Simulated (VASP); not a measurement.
Set up this calculation in VASP 6.6.1, as the native input.

| Quantity | Value |
| --- | --- |
| Task | single point |
| Functional | PBE |
| Potentials or basis | VASP PAW PBE potentials, release 64 (Ru_pv, F) |
| Cutoff | 520 eV |
| k mesh | 7 × 7 × 7 |
| Occupations | gaussian, width 0.05 eV |
| Spin | collinear spin, ferromagnetic start |
| Starting moments | [1.0, 0.0, 0.0] μB |
| Hubbard terms | Ru d U = 3 eV |
| Further INCAR settings | ALGO = Fast; EDIFF = 1e-06 |

The structure of RuF2 lies in POSCAR:

```
RuF2
1.0
    0.0000000000      2.4087449400      2.4087449400
    2.4087449400      0.0000000000      2.4087449400
    2.4087449400      2.4087449400      0.0000000000
Ru F
1 2
Direct
    0.0000000000      0.0000000000      0.0000000000
    0.2500000000      0.2500000000      0.2500000000
    0.7500000000      0.7500000000      0.7500000000
```

The cell comes from a database or a generator and needn't be the stable form of this composition.

One way to write it, as run:

INCAR

```
SYSTEM = RuF2
PREC = Accurate ; ENCUT = 520
EDIFF = 1E-6 ; ISMEAR = 0
SIGMA = 0.05 ; LREAL = .False.
LASPH = .True. ; NELM = 100
ALGO = Fast ; ISIF = 2
LWAVE = .False. ; LCHARG = .True.
ISPIN = 2 ; MAGMOM = 1 0 0
LORBIT = 11 ; LMAXMIX = 4
LDAU = .True. ; LDAUTYPE = 2
LDAUL = 2 -1 ; LDAUU = 3 0
LDAUJ = 0 0 ; LDAUPRINT = 1
GGA = PE ; LELF = .True.
LVHAR = .True.
```

KPOINTS

```
regular mesh
0
Gamma
  7 7 7
  0 0 0
```

Potentials or basis: VASP PAW PBE potentials, release 64 (Ru_pv, F).

The run is started by

```bash
$ cat potpaw_PBE.64/Ru_pv/POTCAR potpaw_PBE.64/F/POTCAR > POTCAR
$ mpirun -np 1 vasp_std > vasp.out
```

It gave:

| Quantity | Value |
| --- | --- |
| Pressure | 71.1 GPa |
| Band gap on the k mesh | none (metal or under the smearing width) |
| Net moment | 2.00 μB per cell |
| Site moments | Ru +1.85; F +0.04 μB |
| Valence electrons inside the program's atomic spheres | Ru 12.53; F 6.15 |

Caveat: a pressure of tens of GPa on the cell as given is suspect, and the run, the potentials or the cell itself is likely at fault.

Run time: 31 s on 1 thread of Intel(R) Xeon(R) Platinum 8375C CPU @ 2.90GHz (Ice Lake), with other jobs on the host, peak memory 0.18 GiB.
